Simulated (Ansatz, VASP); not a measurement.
## RbCu2 in VASP and in Ansatz

```
CELL_PARAMETERS angstrom
0.00000 3.79472 3.79472
3.79472 0.00000 3.79472
3.79472 3.79472 0.00000
ATOMIC_POSITIONS crystal
Rb 0.00000 0.00000 0.00000
Cu 0.25000 0.25000 0.25000
Cu 0.75000 0.75000 0.75000
```

Alike in both runs: functional PBE; k mesh 6 × 6 × 6; occupations gaussian, width 0.1 eV; no spin polarisation.

Ansatz relaxed the structure, and its values are those at the end. VASP's run is a single point on that final structure, the one shown.

```csv
,VASP,Ansatz
version,VASP 6.6.1,Ansatz 0.2.0
potentials or method,"VASP PAW PBE potentials, release 64 (Rb_sv, Cu)","scalar-relativistic, plane waves, PAW"
plane-wave cutoff (eV),520,420
valence electrons in the cell,31,47
```

```csv
,VASP,Ansatz,Ansatz less VASP
gap on the k mesh at the Fermi level (eV),none,none,-
pressure (GPa),0.3,0.2,-0.05
```

A gap of «none» marks a metal or a gap that the smearing closes. The functional is the same, so the differences come from potentials, cutoffs and numerics. The two sets of potentials don't hold the same shells in valence.
